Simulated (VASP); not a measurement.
Consider the following.

```xyz
4
Lattice="1.2750 -2.2084 0.0000 1.2750 2.2084 0.0000 0.0000 0.0000 4.2200" Properties=species:S:1:pos:R:3 pbc="T T T"
B      1.2750    -0.7361     2.1100
B      1.2750     0.7361     0.0000
N      1.2750    -0.7361     3.6925
N      1.2750     0.7361     1.5825
```

These are PBE GGA, VASP's PBE PAW potentials (set 64) (plane waves; VASP) values and carry that method's errors. Run with 520 eV cut-off, 8×8×4 Γ-centred mesh, Gaussian smearing of 0.050 eV, potentials B N.

Question: Give the stress tensor in GPa (positive for a compressed cell).

Answer: 
```
2.24  0.00  0.00
0.00  2.24  0.00
0.00  0.00  1.50
```
The pressure is its mean diagonal, 2.00 GPa.

The compound is BN in the wurtzite structure, a metastable high-pressure form. The cell was not relaxed at this level.
